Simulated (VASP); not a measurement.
Computed with LDA (Ceperley-Alder, Perdew-Zunger), VASP's LDA PAW potentials (set 64) (plane waves; VASP 6.6.1).

VASP ran on this input.

File POSCAR:
```
ZnS
1
    1.8730307075    -3.2441843095    -0.0000000000
    1.8730307075     3.2441843095     0.0000000000
    0.0000000000     0.0000000000     6.1359096395
Zn S
2 2
Direct
  0.6666670000   0.3333330000   0.5000871920
  0.3333330000   0.6666670000   0.0000871920
  0.6666670000   0.3333330000   0.8749128080
  0.3333330000   0.6666670000   0.3749128080
```

File KPOINTS:
```
Automatic
0
G
6 6 4
0 0 0
```

**INCAR**
```
# general
SYSTEM =ZnS
PREC   =Accurate
ENCUT  =520   # plane-wave cut-off (eV)
LREAL  =.False.   # projection in real space or not
LASPH  =.True.   # aspherical one-centre terms

# electronic loop
EDIFF  =1E-6   # SCF stop (eV)
NELM   =100   # most electronic steps
ALGO   =Normal   # blocked Davidson
LMAXMIX=4   # l cut-off of mixed one-centre charges

# smearing
ISMEAR =0   # Gaussian
SIGMA  =0.05   # width (eV)

# ions
IBRION =2
NSW    =60   # most ionic steps
ISIF   =3
EDIFFG =-0.02

# output
LWAVE  =.False.
LCHARG =.False.
```

POTCAR, in this order: Zn S (LDA.64 set). Program: vasp_std.

**Question.** Estimate the energy per atom (σ→0), band gap (on the k-mesh).

**Answer.** 
energy per atom (σ→0): -4.100 eV/atom
band gap (on the k-mesh): 2.22 eV

**OSZICAR**
```
...
DAV:   7    -0.164314945386E+02   -0.18890E-01   -0.21062E+00  1014   0.869E+00    0.325E+00
DAV:   8    -0.164000524949E+02    0.31442E-01   -0.11527E-01  1236   0.397E+00    0.107E+00
DAV:   9    -0.163986751536E+02    0.13773E-02   -0.27321E-02  1300   0.243E+00    0.314E-01
DAV:  10    -0.163987323494E+02   -0.57196E-04   -0.87250E-04  1098   0.381E-01    0.219E-01
DAV:  11    -0.163987511472E+02   -0.18798E-04   -0.81605E-05  1204   0.114E-01    0.415E-02
DAV:  12    -0.163987498751E+02    0.12721E-05   -0.14349E-05  1044   0.279E-02    0.248E-02
DAV:  13    -0.163987499986E+02   -0.12349E-06   -0.37881E-07   648   0.572E-03
   1 F= -.16398750E+02 E0= -.16398750E+02  d E =-.163987E+02
```

The compound is ZnS in the wurtzite structure, the high-temperature form. It was relaxed first, which changed the volume by -6 %. The start is the result of an earlier pass.
